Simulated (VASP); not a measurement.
# Ca2FeO3 (P6/mmm) in VASP: relaxation of cell and atoms with PBE

Aim: the relaxation of cell and atoms of Ca2FeO3 with PBE.

Program: VASP 6.6.1. These are calculated values, not measurements. Logs are shortened: lines on timing, memory, paths and dates and some standing lists are left out, and cuts for length are marked.

**1. The structure**

The structure is hexagonal, space group P6/mmm (No. 191). Conventional cell: a = 5.242 Å, b = 5.242 Å, c = 3.976 Å, α = 90.00°, β = 90.00°, γ = 120.00°. Ca (site symmetry -6m2) has 2 O at 1.99 Å as nearest neighbours. Fe (site symmetry 6/mmm) is surrounded by 2 O at 1.99 Å. O (site symmetry -6m2) is surrounded by 2 Ca at 1.99 Å. O (site symmetry 6/mmm) is surrounded by 2 Fe at 1.99 Å.

The cell was built by a generator and needn't be a form met in nature.

**2. Relaxation of cell and atoms, PBE, collinear spin, ferromagnetic start**

Input file INCAR:

```
SYSTEM = Ca2FeO3
ALGO     = Fast           ! electronic algorithm
EDIFF    = 1E-4           ! SCF threshold, eV
EDIFFG   = -0.08          ! ionic threshold
ENCUT    = 520            ! plane-wave cutoff, eV
GGA      = PE             ! functional
IBRION   = 2              ! ionic algorithm
ISIF     = 3              ! what is computed and relaxed
ISMEAR   = 0              ! smearing method
ISPIN    = 2              ! spin polarisation
LASPH    = .TRUE.         ! aspherical terms in the spheres
LCHARG   = .FALSE.        ! write CHGCAR
LMAXMIX  = 4              ! l up to which the mixer works
LORBIT   = 11             ! projections on sites
LREAL    = .FALSE.        ! projectors in reciprocal space
LWAVE    = .FALSE.        ! write WAVECAR
MAGMOM   = 0 0 3 0 0 0    ! initial moments
NELM     = 60             ! most SCF steps
NSW      = 24             ! ionic steps
PREC     = Normal         ! precision mode
SIGMA    = 0.15           ! smearing width, eV
```

Input file KPOINTS:

```
k-points
0
G
  3 3 4
  0 0 0
```

Input file POSCAR:

```
Ca2FeO3
1.0
    5.2420742300      0.0000000000      0.0000000000
   -2.6210371200      4.5397694500      0.0000000000
    0.0000000000      0.0000000000      3.9757864200
Ca Fe O
2 1 3
Direct
    0.3333333300      0.6666666700      0.5000000000
    0.6666666700      0.3333333300      0.5000000000
    0.0000000000      0.0000000000      0.5000000000
    0.3333333300      0.6666666700      0.0000000000
    0.6666666700      0.3333333300      0.0000000000
    0.0000000000      0.0000000000      0.0000000000
```

Potentials or basis: VASP PAW PBE potentials, release 64 (Ca_sv, Fe, O).

Run with:

```bash
$ cat potpaw_PBE.64/Ca_sv/POTCAR potpaw_PBE.64/Fe/POTCAR potpaw_PBE.64/O/POTCAR > POTCAR
$ mpirun -np 1 vasp_std > vasp.out
```

OUTCAR:

```text
SYSTEM = Ca2FeO3
   EDIFF = 1E-4
   EDIFFG = -0.08
   ENCUT = 520
   GGA = PE
   IBRION = 2
   ISIF = 3
   ISMEAR = 0
   ISPIN = 2
   LASPH = .TRUE.
   LORBIT = 11
   LREAL = .FALSE.
   NELM = 60
   NSW = 24
   PREC = Normal

 ion  position               nearest neighbor table
   1  0.333  0.667  0.500-   4 1.99   4 1.99   2 3.03   2 3.03   3 3.03   3 3.03   3 3.03   2 3.03

   2  0.667  0.333  0.500-   5 1.99   5 1.99   1 3.03   1 3.03   3 3.03   3 3.03   3 3.03   1 3.03

   3  0.000  0.000  0.500-   6 1.99   6 1.99   1 3.03   2 3.03   2 3.03   1 3.03   2 3.03   1 3.03

   4  0.333  0.667  0.000-   1 1.99   1 1.99
   5  0.667  0.333  0.000-   2 1.99   2 1.99
   6  0.000  0.000  0.000-   3 1.99   3 1.99

  LATTYP: Found a hexagonal cell.
 ALAT       =     5.2420742300
 C/A-ratio  =     0.7584376423

  Lattice vectors:

 A1 = (   5.2420742300,   0.0000000000,   0.0000000000)
 A2 = (  -2.6210371200,   4.5397694500,   0.0000000000)
 A3 = (   0.0000000000,   0.0000000000,   3.9757864200)

Analysis of symmetry for initial positions (statically):
=====================================================================
 Subroutine PRICEL returns:
 Original cell was already a primitive cell.

 Routine SETGRP: Setting up the symmetry group for a
 hexagonal supercell.

 Subroutine GETGRP returns: Found 24 space group operations
 (whereof 24 operations were pure point group operations)
 out of a pool of 24 trial point group operations.

The static configuration has the point symmetry D_6h.

Analysis of symmetry for dynamics (positions and initial velocities):
=====================================================================
 Subroutine PRICEL returns:
 Original cell was already a primitive cell.

 Routine SETGRP: Setting up the symmetry group for a
 hexagonal supercell.

 Subroutine GETGRP returns: Found 24 space group operations
 (whereof 24 operations were pure point group operations)
 out of a pool of 24 trial point group operations.

The dynamic configuration has the point symmetry D_6h.

Analysis of structural, dynamic, and magnetic symmetry:
=====================================================================
 Subroutine PRICEL returns:
 Original cell was already a primitive cell.

 Routine SETGRP: Setting up the symmetry group for a
 hexagonal supercell.

 Subroutine GETGRP returns: Found 24 space group operations
[... 120 lines left out ...]
   GGA     = PE    functional components
   LHFCALC =     F    Hartree Fock is set to
   AEXX    =    0.0000 exact exchange contribution
   IVDW    =     0    specifies the selected vdW correction
   LEPSILON=     F    determine dielectric tensor
   LRPA    =     F    only Hartree local field effects (RPA)
 conjugate gradient relaxation of ions
 spin polarized calculation
 RMM-DIIS sequential band-by-band and
 Gauss-broadening in eV      SIGMA  =   0.15
  energy-cutoff  :      520.00
  volume of cell :       94.62
 maximum number of plane-waves:      2570
   NGX = 19   NGY = 19   NGZ = 15

--------------------------------------- Ionic step        1  -------------------------------------------

 number of electron      45.9999965 magnetization       3.2731254

 Free energy of the ion-electron system (eV)
  ---------------------------------------------------
  ext. energy  EPLUGINS =         0.00000000
  ---------------------------------------------------
  free energy    TOTEN  =       -28.86772401 eV

  energy without entropy =      -28.80673341  energy(sigma->0) =      -28.83722871

 E-fermi :   1.9971     XC(G=0):  -9.7597

 val. band max:        1.9542144155   @ k =   0.3333  -0.0000   0.5000
 cond. band min:       2.0092306685   @ k =   0.3333  -0.0000   0.0000
 fundamental gap:      0.0550162530
 Fermi energy:         1.9970649828
[... 579 lines left out ...]
     28       6.7884      0.00000
     29       7.3948      0.00000

------------------------ aborting loop EDIFF was not reached (unconverged)  ----------------------------

  FORCE on cell =-STRESS in cart. coord.  units (eV):
  Direction    XX          YY          ZZ          XY          YZ          ZX
  --------------------------------------------------------------------------------------
  -------------------------------------------------------------------------------------
  Total        9.2456734      9.2456734      0.7168298     -0.0000000      0.0000000     -0.0000000
  in kB      156.5629956    156.5629954     12.1385448     -0.0000002      0.0000000     -0.0000000
  external PRESSURE =     108.4215119 kB  Pullay stress =       0.0000000 kB
[... 689 lines left out ...]
  FREE ENERGIE OF THE ION-ELECTRON SYSTEM (eV)
  ---------------------------------------------------
  free  energy   TOTEN  =       -31.3496085446 eV

  energy  without entropy=      -31.2350599889  energy(sigma->0) =      -31.29233427

[... ionic steps 4 to 7 ...]

--------------------------------------- Ionic step        8  -------------------------------------------

 number of electron      46.0000049 magnetization       3.2937942

------------------------ aborting loop because EDIFF is reached ----------------------------------------
[... 75 lines left out ...]
--------------------------------------- Ionic step       10  -------------------------------------------

 number of electron      46.0000058 magnetization       3.3006975

 Free energy of the ion-electron system (eV)
  ---------------------------------------------------
  ext. energy  EPLUGINS =         0.00000000
  ---------------------------------------------------
  free energy    TOTEN  =       -31.62023351 eV

  energy without entropy =      -31.51210523  energy(sigma->0) =      -31.56616937

 E-fermi :   0.4124     XC(G=0):  -8.1062

 val. band max:        0.4073633254   @ k =   0.3333   0.3333   0.2500
 cond. band min:       0.4143540963   @ k =   0.3333  -0.0000   0.0000
 fundamental gap:      0.0069907709
 Fermi energy:         0.4124308857
[... 612 lines left out ...]
  FREE ENERGIE OF THE ION-ELECTRON SYSTEM (eV)
  ---------------------------------------------------
  free  energy   TOTEN  =       -31.6202335053 eV

  energy  without entropy=      -31.5121052286  energy(sigma->0) =      -31.56616937

 reached required accuracy - stopping structural energy minimisation

 total charge

# of ion       s       p       d       tot
------------------------------------------
    1        2.046   5.875   0.481   8.402
    2        2.046   5.875   0.481   8.402
    3        0.431   0.278   6.006   6.714
    4        1.617   3.414   0.000   5.031
    5        1.617   3.414   0.000   5.031
    6        1.582   3.336   0.000   4.918
--------------------------------------------------
tot          9.337  22.192   6.968  38.498

 magnetization (x)

# of ion       s       p       d       tot
------------------------------------------
    1       -0.004   0.001  -0.008  -0.011
    2       -0.004   0.001  -0.008  -0.011
    3       -0.000   0.012   3.067   3.079
    4       -0.000   0.008   0.000   0.007
    5       -0.000   0.008   0.000   0.007
    6        0.001   0.206   0.000   0.207
--------------------------------------------------
tot         -0.007   0.234   3.052   3.279
```

OSZICAR:

```text
N       E                     dE             d eps       ncg     rms          rms(c)
DAV:   1     0.499685382863E+03    0.49969E+03   -0.22462E+04  1044   0.161E+03
DAV:   2     0.342063430923E+02   -0.46548E+03   -0.44839E+03  1067   0.446E+02
[... 198 lines left out ...]
DAV:   1    -0.316243295364E+02   -0.44661E-02   -0.79837E-02  1104   0.213E+00    0.976E-01
RMM:   2    -0.317394432068E+02   -0.11511E+00   -0.93511E-02  1100   0.181E+00    0.464E+00
RMM:   3    -0.316169862009E+02    0.12246E+00   -0.52455E-02  1085   0.180E+00    0.925E-01
RMM:   4    -0.316193661070E+02   -0.23799E-02   -0.11442E-02   975   0.471E-01    0.146E-01
RMM:   5    -0.316203175405E+02   -0.95143E-03   -0.27364E-03  1037   0.258E-01    0.187E-01
RMM:   6    -0.316202335053E+02    0.84035E-04   -0.28838E-04   771   0.118E-01
  10 F= -.31620234E+02 E0= -.31566169E+02  d E =-.652123E-03  mag=     3.3040
```

Run time: 7.3 min. Hardware: 1 thread of Intel Xeon Platinum 8488C (Sapphire Rapids), shared host; peak memory 0.21 GiB.

Results:

```
Free energy                                           : -31.6202 eV
Relaxed volume                                        : 21.88 Å³/atom
Relaxed cell                                          : a = 6.247 Å, b = 6.247 Å, c = 3.884 Å, α = 90.00°, β = 90.00°, γ = 120.00°
Space group after relaxing (to 0.05 Å)                : P6/mmm (No. 191)
Energy gained by relaxing                             : 458.8 meV/atom
Ionic steps                                           : 10
Pressure after relaxing                               : 0.2 GPa
Band gap on the k mesh                                : none (metal or under the smearing width)
Net moment                                            : 3.30 μB per cell
Site moments                                          : Ca -0.01; Fe +3.08; O +0.01, +0.21 μB
Valence electrons inside the program's atomic spheres : Ca 8.40; Fe 6.71; O 5.03, 4.92
```

The path:
| step | energy change (eV) | largest force (eV/Å) | pressure (GPa) | volume (Å³) |
| --- | --- | --- | --- | --- |
| 1 | 0.0000 | 0.0000 | 10.84 | 94.62 |
| 2 | -1.9229 | 0.0000 | 1.99 | 109.83 |
| 3 | -2.4819 | 0.0000 | -5.10 | 137.50 |
| 4 | -2.3502 | 0.0000 | 1.53 | 142.25 |
| 5 | -2.6892 | 0.0000 | -2.63 | 139.80 |
| 6 | -2.7414 | 0.0000 | -0.95 | 134.86 |
| 7 | -2.7517 | 0.0000 | 0.07 | 131.80 |
| 8 | -2.7519 | 0.0000 | 0.22 | 131.49 |
| 9 | -2.7520 | 0.0000 | -0.38 | 131.10 |
| 10 | -2.7525 | 0.0000 | 0.15 | 131.26 |

Final structure:
```yaml
crystal:
  lattice:
    - [6.24710, 0.00000, 0.00000]
    - [-3.12355, 5.41015, 0.00000]
    - [0.00000, 0.00000, 3.88365]
  atoms:
    - { symbol: Ca, position: [0.33333, 0.66667, 0.50000] }
    - { symbol: Ca, position: [0.66667, 0.33333, 0.50000] }
    - { symbol: Fe, position: [0.00000, 0.00000, 0.50000] }
    - { symbol: O, position: [0.33333, 0.66667, 0.00000] }
    - { symbol: O, position: [0.66667, 0.33333, 0.00000] }
    - { symbol: O, position: [0.00000, 0.00000, 0.00000] }
```

Levels at points of the mesh, in eV from the Fermi level:
Spin up:
| k point | band 23 | band 24 | band 25 | band 26 | band 27 | band 28 |
| --- | --- | --- | --- | --- | --- | --- |
| (0.00, 0.00, 0.00) | -0.80 | 0.01 | 0.10 | 0.25 | 3.26 | 3.26 |
| (0.00, 0.00, 0.50) | -1.62 | -0.40 | -0.40 | 2.63 | 2.83 | 2.83 |
Spin down:
| k point | band 17 | band 18 | band 19 | band 20 | band 21 | band 22 | band 23 | band 24 | band 25 | band 26 |
| --- | --- | --- | --- | --- | --- | --- | --- | --- | --- | --- |
| (0.00, 0.00, 0.00) | -1.34 | -0.73 | -0.73 | 0.03 | 0.12 | 0.12 | 0.12 | 0.66 | 0.66 | 1.46 |
| (0.00, 0.00, 0.50) | -2.21 | -2.21 | -1.45 | -1.45 | -0.91 | 0.08 | 0.08 | 2.09 | 2.09 | 2.86 |

Caveat: the k mesh is coarse (spacing up to 0.46 Å⁻¹), so the values aren't converged; the volume moved by over 15 % at a fixed basis, so the end points are rough; a cell with one magnetic atom can't hold antiferromagnetic order, which such compounds often take; semilocal functionals often make such compounds metallic where correlation or magnetic order opens a gap, which also shifts bond lengths; the relaxation stopped at a loose force limit of 0.08 eV/Å, so its end isn't a converged minimum.
